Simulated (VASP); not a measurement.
Method: PBE GGA, VASP's PBE PAW potentials (set 64) (plane waves; VASP 6.6.1).

A VASP calculation is set up with these files.

INCAR:
```
# general
SYSTEM = Be27S26
PREC   = Normal
ENCUT  = 400
LREAL  = Auto
LASPH  = T
ISYM   = 0

# electronic loop
EDIFF  = 1E-5
NELM   = 100
NELMIN = 4
ALGO   = Fast

# smearing
ISMEAR = 0
SIGMA  = 0.05

# functional
GGA    = PE

# ions
IBRION = 2
NSW    = 60
ISIF   = 2
EDIFFG = -0.03

# output
LWAVE  = F
LCHARG = F
```

### POSCAR
```
Be27S26
1.0
  0.0000000000   7.3161344556   7.3161344556
  7.3161344556   0.0000000000   7.3161344556
  7.3161344556   7.3161344556   0.0000000000
Be S
27 26
Cart
  0.0000000000   0.0000000000   0.0000000000
  9.7548435021   9.7548435021  14.6322689112
 12.1935598647  12.1935598647  14.6322689112
  2.4387090465   0.0000000000   2.4387090465
  4.8774180930   9.7548435021   9.7548435021
  7.3161344556  12.1935598647   9.7548435021
  4.8774254091   0.0000000000   4.8774254091
  7.3161344556   9.7548435021  12.1935598647
  9.7268885523  12.1463195845  12.1931428450
  0.0000000000   2.4387090465   2.4387090465
  9.7548435021   4.8774180930   9.7548435021
 12.1935598647   7.3161344556   9.7548435021
  2.4387090465   2.4387090465   4.8774180930
  4.8774180930   4.8774180930   4.8774180930
  7.3372561358   7.2872357245   4.8975886757
  4.8774254091   2.4387090465   7.3161344556
  7.3332468941   4.9143060429   7.3141664154
  9.7349289841   7.2928179351   7.3254991077
  0.0000000000   4.8774254091   4.8774254091
  9.7548435021   7.3161344556  12.1935598647
 12.1935598647   9.7548508182  12.1935598647
  2.4387090465   4.8774254091   7.3161344556
  4.8774180930   7.3161344556   7.3161344556
  7.3161344556   9.7548508182   7.3161344556
  4.8774254091   4.8774254091   9.7548508182
  7.3161344556   7.3161344556   9.7548508182
  9.7548508182   9.7548508182   9.7548508182
  3.6580672278   3.6580672278   3.6580672278
  6.0967762743   6.0967762743   3.6580672278
  8.5354926369   8.5354926369   3.6580672278
  6.0967762743   3.6580672278   6.0967762743
 10.9742016834   8.5354926369   6.0967762743
  8.5354926369   3.6580672278   8.5354926369
 10.9742016834   6.0967762743   8.5354926369
 13.4129180460   8.5354926369   8.5354926369
  3.6580672278   6.0967762743   6.0967762743
  6.0967762743   8.5354853208   6.0967762743
  8.5354926369  10.9742016834   6.0967762743
  6.0967762743   6.0967762743   8.5354853208
  8.5354853208   8.5354853208   8.5354853208
 10.9742016834  10.9742016834   8.5354853208
  8.5354926369   6.0967762743  10.9742016834
 10.9742016834   8.5354853208  10.9742016834
 13.4129180460  10.9742016834  10.9742016834
  3.6580672278   8.5354926369   8.5354926369
  6.0967762743  10.9742016834   8.5354926369
  8.5354926369  13.4129180460   8.5354926369
  6.0967762743   8.5354926369  10.9742016834
  8.5354853208  10.9742016834  10.9742016834
 10.9742016834  13.4129180460  10.9742016834
  8.5354926369   8.5354926369  13.4129180460
 10.9742016834  10.9742016834  13.4129180460
 13.4129180460  13.4129180460  13.4129180460
```

### KPOINTS
```
Automatic mesh
0
Gamma
1 1 1
0 0 0
```

POTCAR, in this order: Be S (PBE.64 set). Program: vasp_gam.

Output

### OSZICAR
```
       N       E                     dE             d eps       ncg     rms          rms(c)
DAV:   1     0.137003141156E+04    0.13700E+04   -0.87155E+04   264   0.118E+03
DAV:   2    -0.988831265478E+02   -0.14689E+04   -0.13856E+04   356   0.252E+02
DAV:   3    -0.255720601947E+03   -0.15684E+03   -0.15566E+03   312   0.947E+01
DAV:   4    -0.260804772753E+03   -0.50842E+01   -0.50692E+01   344   0.200E+01
DAV:   5    -0.260899088658E+03   -0.94316E-01   -0.94195E-01   320   0.291E+00    0.276E+01
RMM:   6    -0.256913154152E+03    0.39859E+01   -0.41661E+00   264   0.394E+00    0.184E+01
RMM:   7    -0.256121821440E+03    0.79133E+00   -0.82090E+00   266   0.573E+00    0.406E+00
RMM:   8    -0.255980099382E+03    0.14172E+00   -0.11179E+00   264   0.221E+00    0.159E+00
RMM:   9    -0.255973344369E+03    0.67550E-02   -0.89714E-02   276   0.775E-01    0.521E-01
RMM:  10    -0.255975749306E+03   -0.24049E-02   -0.18226E-02   282   0.345E-01    0.450E-01
RMM:  11    -0.255975952921E+03   -0.20361E-03   -0.55760E-03   267   0.180E-01    0.681E-02
RMM:  12    -0.255975965437E+03   -0.12516E-04   -0.84311E-04   270   0.901E-02    0.620E-02
RMM:  13    -0.255975998211E+03   -0.32774E-04   -0.32369E-04   286   0.472E-02    0.210E-02
RMM:  14    -0.255976003228E+03   -0.50166E-05   -0.67607E-05   219   0.222E-02
   1 F= -.25597600E+03 E0= -.25597600E+03  d E =-.255976E+03
       N       E                     dE             d eps       ncg     rms          rms(c)
DAV:   1    -0.256011293205E+03   -0.35295E-01   -0.33911E+00   320   0.375E+00    0.142E+00
RMM:   2    -0.256025400138E+03   -0.14107E-01   -0.18857E-01   265   0.109E+00    0.204E-01
RMM:   3    -0.256026635147E+03   -0.12350E-02   -0.29710E-02   269   0.447E-01    0.316E-01
RMM:   4    -0.256026666190E+03   -0.31043E-04   -0.64421E-03   279   0.191E-01    0.170E-01
RMM:   5    -0.256026753688E+03   -0.87498E-04   -0.13795E-03   293   0.877E-02    0.574E-02
RMM:   6    -0.256026779845E+03   -0.26157E-04   -0.28571E-04   277   0.394E-02    0.219E-02
RMM:   7    -0.256026784319E+03   -0.44737E-05   -0.41994E-05   197   0.159E-02
   2 F= -.25602678E+03 E0= -.25602678E+03  d E =-.507811E-01
       N       E                     dE             d eps       ncg     rms          rms(c)
DAV:   1    -0.256028966811E+03   -0.21870E-02   -0.66268E-01   320   0.165E+00    0.618E-01
RMM:   2    -0.256031601699E+03   -0.26349E-02   -0.35801E-02   265   0.479E-01    0.894E-02
RMM:   3    -0.256031819838E+03   -0.21814E-03   -0.54696E-03   267   0.195E-01    0.136E-01
RMM:   4    -0.256031820706E+03   -0.86763E-06   -0.11274E-03   275   0.830E-02    0.748E-02
RMM:   5    -0.256031837110E+03   -0.16404E-04   -0.26554E-04   279   0.383E-02    0.209E-02
RMM:   6    -0.256031841033E+03   -0.39235E-05   -0.46689E-05   205   0.179E-02
   3 F= -.25603184E+03 E0= -.25603184E+03  d E =-.558378E-01
       N       E                     dE             d eps       ncg     rms          rms(c)
DAV:   1    -0.256031839660E+03   -0.25498E-05   -0.28648E-03   320   0.108E-01    0.411E-02
RMM:   2    -0.256031849713E+03   -0.10054E-04   -0.14642E-04   259   0.315E-02    0.695E-03
RMM:   3    -0.256031850257E+03   -0.54340E-06   -0.22601E-05   169   0.127E-02    0.836E-03
RMM:   4    -0.256031850161E+03    0.96108E-07   -0.38952E-06   157   0.530E-03
   4 F= -.25603185E+03 E0= -.25603185E+03  d E =-.558469E-01
       N       E                     dE             d eps       ncg     rms          rms(c)
DAV:   1    -0.256034730538E+03   -0.28803E-02   -0.13470E-01   288   0.798E-01    0.301E-01
RMM:   2    -0.256035353284E+03   -0.62275E-03   -0.81883E-03   264   0.231E-01    0.477E-02
RMM:   3    -0.256035455729E+03   -0.10244E-03   -0.13060E-03   275   0.961E-02    0.768E-02
RMM:   4    -0.256035440315E+03    0.15415E-04   -0.18419E-04   266   0.385E-02    0.285E-02
RMM:   5    -0.256035446154E+03   -0.58389E-05   -0.67051E-05   239   0.188E-02
   5 F= -.25603545E+03 E0= -.25603545E+03  d E =-.359599E-02
       N       E                     dE             d eps       ncg     rms          rms(c)
DAV:   1    -0.256035857461E+03   -0.41715E-03   -0.10194E-01   288   0.695E-01    0.261E-01
RMM:   2    -0.256036343293E+03   -0.48583E-03   -0.64498E-03   264   0.205E-01    0.463E-02
RMM:   3    -0.256036434361E+03   -0.91068E-04   -0.10808E-03   276   0.864E-02    0.717E-02
RMM:   4    -0.256036422461E+03    0.11900E-04   -0.14118E-04   263   0.347E-02    0.260E-02
RMM:   5    -0.256036428806E+03   -0.63452E-05   -0.62103E-05   228   0.178E-02
   6 F= -.25603643E+03 E0= -.25603643E+03  d E =-.457865E-02
       N       E                     dE             d eps       ncg     rms          rms(c)
DAV:   1    -0.256037256590E+03   -0.83413E-03   -0.45179E-02   288   0.454E-01    0.180E-01
RMM:   2    -0.256037422636E+03   -0.16605E-03   -0.25523E-03   264   0.130E-01    0.307E-02
RMM:   3    -0.256037451094E+03   -0.28458E-04   -0.47699E-04   274   0.549E-02    0.419E-02
RMM:   4    -0.256037448507E+03    0.25863E-05   -0.70689E-05   241   0.225E-02
   7 F= -.25603745E+03 E0= -.25603745E+03  d E =-.101970E-02
       N       E                     dE             d eps       ncg     rms          rms(c)
DAV:   1    -0.256037561085E+03   -0.10999E-03   -0.44405E-02   288   0.450E-01    0.175E-01
RMM:   2    -0.256037741857E+03   -0.18077E-03   -0.25052E-03   264   0.128E-01    0.290E-02
RMM:   3    -0.256037774762E+03   -0.32906E-04   -0.46089E-04   277   0.544E-02    0.440E-02
RMM:   4    -0.256037771421E+03    0.33413E-05   -0.62280E-05   241   0.216E-02
   8 F= -.25603777E+03 E0= -.25603777E+03  d E =-.134262E-02
       N       E                     dE             d eps       ncg     rms          rms(c)
DAV:   1    -0.256038171417E+03   -0.39665E-03   -0.26487E-02   288   0.347E-01    0.125E-01
RMM:   2    -0.256038266828E+03   -0.95411E-04   -0.13103E-03   264   0.941E-02    0.225E-02
RMM:   3    -0.256038286635E+03   -0.19807E-04   -0.24693E-04   281   0.401E-02    0.334E-02
RMM:   4    -0.256038285007E+03    0.16275E-05   -0.32135E-05   186   0.159E-02
   9 F= -.25603829E+03 E0= -.25603829E+03  d E =-.513586E-03
```

OUTCAR:
```
------------------------ aborting loop because EDIFF is reached ----------------------------------------
  FORCE on cell =-STRESS in cart. coord.  units (eV):
  Direction    XX          YY          ZZ          XY          YZ          ZX
  --------------------------------------------------------------------------------------
  Total        3.6631372      3.6817917      3.6844722     -0.0487261      0.0842545     -0.0266620
  in kB        7.4935694      7.5317304      7.5372137     -0.0996775      0.1723568     -0.0545417
  external PRESSURE =       7.5208379 kB  Pullay stress =       0.0000000 kB
  volume of cell :      783.20
      direct lattice vectors                 reciprocal lattice vectors
     0.000000000  7.316134456  7.316134456    -0.068342101  0.068342101  0.068342101
     7.316134456  0.000000000  7.316134456     0.068342101 -0.068342101  0.068342101
     7.316134456  7.316134456  0.000000000     0.068342101  0.068342101 -0.068342101
  FREE ENERGIE OF THE ION-ELECTRON SYSTEM (eV)
  ---------------------------------------------------
  free  energy   TOTEN  =      -256.0382850071 eV

  energy  without entropy=     -256.0382850071  energy(sigma->0) =     -256.03828501

 reached required accuracy - stopping structural energy minimisation
```
(Selected blocks of OUTCAR.)

### CONTCAR
```
Be27S26
   1.00000000000000
     0.0000000000000000    7.3161344556000003    7.3161344556000003
     7.3161344556000003    0.0000000000000000    7.3161344556000003
     7.3161344556000003    7.3161344556000003    0.0000000000000000
  Be              S
    27    26
Direct
     0.9997210232910478    0.0000947664930242    0.0000569767738946
     0.0003041895368731    0.9997951437879058    0.3332268894419816
     0.0001795089813381    0.9994765550252603    0.6666381853928343
     0.0002895874681934    0.3337191143273736    0.9992464682247046
     0.0000760062493649    0.3333269792930965    0.3332226211592757
     0.0000842128871920    0.3334575769356574    0.6666101204090129
     0.0004171537540670    0.6667688268508747    0.9989175257297126
     0.0004428179924247    0.6666990526370705    0.3329712102495758
     0.0016666603996177    0.6662333134018266    0.6654582603605961
     0.3334662336947340    0.9999529685326679    0.9997854574316929
     0.3332975423128555    0.9998864947186661    0.3333632918617474
     0.3334549818408983    0.0000554559754488    0.6668710726750553
     0.3332901544009111    0.3337740167045347    0.9992910035643457
     0.3332967228589432    0.3336393360765669    0.3335078508509204
     0.3320456511437109    0.3373233210497715    0.6652399007613859
     0.3335071198683887    0.6668702064909097    0.9998525293973790
     0.3323406180326519    0.6653348812192518    0.3371464197371513
     0.3324689496029204    0.6657764376056979    0.6653088969672513
     0.6667700061499272    0.0001334543550717    0.0000793062443179
     0.6667814721682226    0.0001814975112770    0.3329233903994909
     0.6659695717655649    0.0002305526892771    0.6668769709728478
     0.6667444441189047    0.3329838042556479    0.0001479297164740
     0.6664539706570980    0.3335444006337510    0.3334135124318297
     0.6662391613231355    0.3335095471354134    0.6666742730336991
     0.6663892824663656    0.6669548637253970    0.9997077647791155
     0.6666725665603712    0.6666523121681921    0.3332255324504093
     0.6660577946706732    0.6669585520084736    0.6668721989309455
     0.2500713982310704    0.2501554327890992    0.2498207471851600
     0.2496540097509511    0.2527717242100840    0.5830284620604594
     0.2497311109104386    0.2528203942672367    0.9143397027750906
     0.2498822847807435    0.5830985788006107    0.2525803807032599
     0.2498443560395851    0.5832174111866133    0.9142828824185042
     0.2498228053072791    0.9145866161118807    0.2525818427324817
     0.2497198203641934    0.9148001511316525    0.5829665950322691
     0.2497213199118016    0.9168102578047842    0.9167489238913298
     0.5833224441902187    0.2500309247599503    0.2500351144233647
     0.5811279060618082    0.2528305260888486    0.5829900338251621
     0.5833110275157739    0.2500563083230863    0.9166031883154734
     0.5814506350081414    0.5830905883215520    0.2524468474579608
     0.5814488459900757    0.5830328642831113    0.5828674469516543
     0.5833847573437456    0.5830570297247567    0.9167265049950452
     0.5833677108066408    0.9166853089217130    0.2499782513810153
     0.5833037564002884    0.9168584535755577    0.5830316707121793
     0.5833568220573410    0.9168635082007447    0.9167298241653693
     0.9167727769557679    0.2500906319002614    0.2497433507828281
     0.9166235017946456    0.2499377191845994    0.5832980623344713
     0.9166616787588738    0.2500273867623724    0.9165817966412527
     0.9169410497404352    0.5833739092238441    0.2495078539295682
     0.9189201048338941    0.5830931958032068    0.5827404735872677
     0.9191116416988214    0.5831910288557942    0.9142815907852467
     0.9167138673805677    0.9166794312133665    0.2499076370395742
     0.9188479534244304    0.9149618493604649    0.5828910071003836
     0.9166980105460700    0.9166843375866965    0.9165302488259851
```

The supercell is sampled at Γ alone, which is coarse: total energies, pressure and levels can be off, energies of defects by several tenths of an eV.

The cell is a supercell with a defect, built from a database entry that may be metastable or hypothetical: vac_S. The run is not spin-polarised, so no state with unpaired spins was tried.
